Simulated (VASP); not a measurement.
Consider the following.

```xyz
2
Lattice="1.3650 -2.3642 0.0000 1.3650 2.3642 0.0000 0.0000 0.0000 4.3200" Properties=species:S:1:pos:R:3 pbc="T T T"
Os     1.4850     0.8381     1.0800
Os     1.3650    -0.7881     3.2400
```

All values below come from PBE GGA, VASP's PBE PAW potentials (set 64) (plane waves; VASP 6.6.1). Numerical set-up: 400 eV cut-off, 12×12×7 Γ-centred mesh, first-order Methfessel-Paxton smearing of 0.10 eV, potentials Os.

Energy and stress use the plane-wave basis of the starting cell.

Task: The ions, cell shape and volume are relaxed. Give the cell that the relaxation ends in.

Result: 
```xyz
2
Lattice="1.3766 -2.3844 0.0000 1.3766 2.3844 0.0000 0.0000 0.0000 4.3462" Properties=species:S:1:pos:R:3 pbc="T T T"
Os     1.4371     0.8200     1.0865
Os     1.4371    -0.7696     3.2596
```
Space group P6_3/mmc (194), at a tolerance of 0.03 Å.

Task: How do energy and volume change from the first to the last step?

Result: The energy (σ→0) changes by -54.1 meV/atom and the volume by +2.3 %, in 14 ionic steps.

The compound is Os in the hcp structure. In the starting cell atoms are displaced from their ideal sites. This run relaxes it. Symmetry was kept, so distortions that lower it aren't found.
